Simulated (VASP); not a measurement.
The input files of a VASP run:

File KPOINTS:
```
Automatic
0
G
10 10 6
```

File POSCAR:
```
Y
1
    1.8250000000    -3.1609930000     0.0000000000
    1.8250000000     3.1609930000     0.0000000000
    0.0000000000     0.0000000000     5.7300000000
Y
2
Direct
  0.3333330000   0.6666670000   0.2500000000
  0.6666670000   0.3333330000   0.7500000000
```

**INCAR**
```
SYSTEM = Y
PREC = Accurate; ENCUT = 520; LREAL = F
LASPH = T
EDIFF = 1E-6; NELM = 100; ALGO = Normal
LMAXMIX = 4
ISMEAR = 1; SIGMA = 0.1
GGA = RE
IBRION = 2; NSW = 60; ISIF = 3
EDIFFG = -0.01
LWAVE = F; LCHARG = F
```

POTCAR, in this order: Y_sv (PBE.64 set). Program: vasp_std.

**Question.** Write an equivalent input for Ansatz.

**Answer.** One equivalent input (not run):
Ansatz 0.2 input:
```yaml
crystal:
  lattice:
    - [1.8250000, -3.1609930, 0.0000000]
    - [1.8250000, 3.1609930, 0.0000000]
    - [0.0000000, 0.0000000, 5.7300000]
  atoms:
    - { symbol: Y, position: [0.3333330, 0.6666670, 0.2500000] }
    - { symbol: Y, position: [0.6666670, 0.3333330, 0.7500000] }
kpoints:
  mp_grid: { grid: [10, 10, 6] }
hamiltonian:
  xc: revpbe
  pseudopotentials: { kind: paw }
scf:
  occupations: { method: methfessel_paxton, width: 0.1 }
  max_iter: 100
relax:
  max_steps: 60
  f_tol: 0.01
  cell: {}
output: { forces: true, stress: true, eigenvalues: true }
```
Limits of the translation: each code has its own PAW files, so the cut-off isn't converted (ENCUT is set for VASP's; basis.ecutwfc is left out, and Ansatz then takes the one that its files recommend); Ansatz stops its SCF on the density residual and VASP on the energy change (EDIFF).

The compound is Y in the hcp structure. This run relaxes it. Symmetry was kept, so distortions that lower it aren't found.
